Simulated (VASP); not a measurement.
AgCl: single point with PBE+D3(BJ)

AgCl, a slab with vacuum:

```
CELL_PARAMETERS angstrom
3.89662 0.00000 0.00000
0.00000 3.89662 0.00000
0.00000 0.00000 16.75533
ATOMIC_POSITIONS crystal
Ag 0.00000 0.00000 0.41778
Ag 0.50000 0.50000 0.58038
Cl 0.50000 0.50000 0.41778
Cl 0.00000 0.00000 0.58775
```

The cell isn't the ideal one: clean slab, lower half held.

| Item | Value |
| --- | --- |
| Program | VASP 6.6.1 |
| Task | single point |
| Functional | PBE |
| Dispersion | D3(BJ) |
| Potentials or basis | VASP PAW PBE potentials, release 64 (Ag, Cl) |
| Cutoff | 520 eV |
| k mesh | 7 × 7 × 1 |
| Occupations | gaussian, width 0.05 eV |
| Spin | no spin polarisation |
| Dipole correction | yes |
| Further INCAR settings | ALGO = Fast; EDIFF = 1e-06; NBANDS = 26 |

| Item | Value |
| --- | --- |
| Largest force | 0.266 eV/Å |
| Band gap on the k mesh | 1.15 eV, indirect (least direct gap 2.59 eV) |
| Dispersion energy per atom | -0.214 eV |

Forces on the atoms (eV/Å):
```
Ag   0.000  0.000  0.256
Ag   0.000  0.000 -0.007
Cl   0.000  0.000 -0.266
Cl   0.000  0.000  0.016
```

Levels at points of the mesh, in eV from the valence-band top:
```tsv
k point	band 16	band 17	band 18	band 19	band 20	band 21
(0.00, 0.00, 0.00)	-1.91	-1.91	-1.44	1.15	2.24	4.77
```

Wall time 60 s on 1 thread of Intel(R) Xeon(R) 6975P-C (Granite Rapids) (shared host), peak memory 0.35 GiB.
